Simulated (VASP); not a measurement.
Crystal: Be3Te2O.

```
Be Te O
1.0
     3.50000    0.00000    0.00000
    -1.75000    3.03109    0.00000
     0.00000    0.00000    9.00000
Be Te O
3 2 1
Direct
  0.33333 0.66667 0.57700
  0.00000 0.00000 0.18000
  0.66667 0.33333 0.95000
  0.66667 0.33333 0.69000
  0.33333 0.66667 0.31000
  0.00000 0.00000 0.00000
```

The cell was built by a generator and needn't be a form met in nature.

* Program: VASP 6.6.1
* Task: relaxation of cell and atoms
* Functional: PBE
* Potentials or basis: VASP PAW PBE potentials, release 64 (Be, Te, O)
* Cutoff: 520 eV
* k mesh: 5 × 5 × 2
* Occupations: gaussian, width 0.15 eV
* Spin: no spin polarisation

At the start: pressure 7.9 GPa; volume 15.91 Å³/atom.

Problem. Where does the relaxation end?

Solution. Over 8 steps the energy falls by 78.2 meV/atom and the volume is 17.66 Å³/atom (+10.9 %); space group P3m1 (No. 156, to 0.05 Å).

The path:
```
step  energy change (eV)  largest force (eV/Å)  pressure (GPa)  volume (Å³)
   1              0.0000                0.8142            7.86        95.48
   2             -0.3817                0.6870           -0.95       106.59
   3             -0.3820                0.7092           -1.47       107.22
   4             -0.4481                0.5565           -0.18       106.58
   5             -0.4505                0.6618            0.07       106.42
   6             -0.4663                0.2733           -0.33       106.29
   7             -0.4684                0.0900           -0.23       106.33
   8             -0.4691                0.0453           -0.07       105.93
```

Final structure:
```
Be Te O
1.0
     3.73800    0.00000    0.00000
    -1.86900    3.23720    0.00000
     0.00000    0.00000    8.75410
Be Te O
3 2 1
Direct
  0.33333 0.66667 0.57873
  0.00000 0.00000 0.18152
  0.66667 0.33333 0.95821
  0.66667 0.33333 0.68378
  0.33333 0.66667 0.30252
  0.00000 0.00000 0.00222
```

Caveat: the k mesh is coarse (spacing up to 0.41 Å⁻¹), so the values aren't converged.
